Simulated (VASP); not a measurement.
VASP runs on PtTe$_{2}$ (space group P-3m1) share one base input (PBE GGA, plane waves, VASP's PBE PAW potentials (set 64)) and change the settings named in each case.

INCAR:
```
# general
SYSTEM =PtTe2
PREC   =Accurate
ENCUT  =300
LREAL  =F
LASPH  =T

# electronic loop
EDIFF  =1E-6
NELM   =100
ALGO   =Normal
LMAXMIX=6

# smearing
ISMEAR =0
SIGMA  =0.1

# functional
GGA    =PE

# ions
ISIF   =2

# output
LWAVE  =F
LCHARG =F
```

**POSCAR**
```
PtTe2
1.0
  2.0150000000  -3.4900820000   0.0000000000
  2.0150000000   3.4900820000   0.0000000000
  0.0000000000   0.0000000000   5.2200000000
Te Pt
2 1
Cart
  2.0150000000   1.1633629934   1.3258800000
  2.0150000000  -1.1633629934   3.8941200000
  0.0000000000   0.0000000000   0.0000000000
```

### KPOINTS
```
Automatic mesh
0
Gamma
7 7 5
0 0 0
```

POTCAR, in this order: Te Pt (PBE.64 set). Program: vasp_std.

```
change                                                                                                                          E(σ→0) (eV/atom)  pressure (GPa)  −TS (eV)
------------------------------------------------------------------------------------------------------------------------------  ----------------  --------------  --------
base run                                                                                                                                 -4.5010            5.57   -0.0107
GGA removed, POTCAR Te Pt (LDA.64 set)                                                                                                   -5.4560           -0.55   -0.0105
GGA_COMPAT = .FALSE., LNONCOLLINEAR = .TRUE., LSORBIT = .TRUE., MAGMOM = 0.0 0.0 0.0 0.0 0.0 0.0 0.0 0.0 0.0, program vasp_ncl           -4.6768            5.74   -0.0112
KPOINTS 3×3×2 Γ-centred mesh                                                                                                             -4.4935            6.06   -0.0100
```
 Energies of different potentials or functionals have different zeros.  Unless said otherwise, spin-orbit coupling is left out, though it shifts the bands of the heavy elements here. At 300 eV the pressure can carry a Pulay error.

Left out are runs that ran out of time, are held back, or changed the cell or the kind of run, fixed moments of cells without a moment, rows past the twelfth, gaps on odd meshes, pressures of charged cells and columns that move by less than the noise.

The structure is a typed PtTe2 crystal (P-3m1). The cell was not relaxed at this level.
